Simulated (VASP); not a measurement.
Fe:

```
Fe
1.0
    -1.42955    1.42955    1.42955
     1.42955   -1.42955    1.42955
     1.42955    1.42955   -1.42955
Fe
1
Cartesian
  0.0000 0.0000 0.0000
```

```yaml
Program: VASP 6.6.1
Task: relaxation of cell and atoms
Functional: PBEsol
Potentials_or_basis: VASP PAW PBE potentials, release 64 (Fe)
Cutoff: 600 eV
k_mesh: 20 × 20 × 20
Occupations: gaussian, width 0.1 eV
Spin: no spin polarisation
```

At the start: pressure -31.5 GPa; volume 11.69 Å³/atom.

**Question.** How do energy, volume and symmetry change on relaxing?

**Answer.** Over 7 steps the energy falls by 182.1 meV/atom and the volume is 10.08 Å³/atom (-13.8 %); space group Im-3m (No. 229, to 0.05 Å).

Step by step:
```
step  energy change (eV)  largest force (eV/Å)  pressure (GPa)  volume (Å³)
   1              0.0000                0.0000          -31.47        11.69
   2              0.2885                0.0000           98.02         8.22
   3             -0.1815                0.0000           -2.35        10.16
   4             -0.1820                0.0000           -0.69        10.10
   5             -0.1821                0.0000            0.28        10.07
   6             -0.1821                0.0000           -0.40        10.09
   7             -0.1821                0.0000            0.00        10.08
```

Final structure:
```
CELL_PARAMETERS angstrom
-1.36064 1.36064 1.36064
1.36064 -1.36064 1.36064
1.36064 1.36064 -1.36064
ATOMIC_POSITIONS crystal
Fe 0.00000 0.00000 0.00000
```

Caveat: the PAW data sets were made with another functional, which shifts forces and pressure a little; the volume moved by -14 % from the deposited cell, more than functionals usually miss; the run has no spin polarisation, though such a crystal can be magnetic.
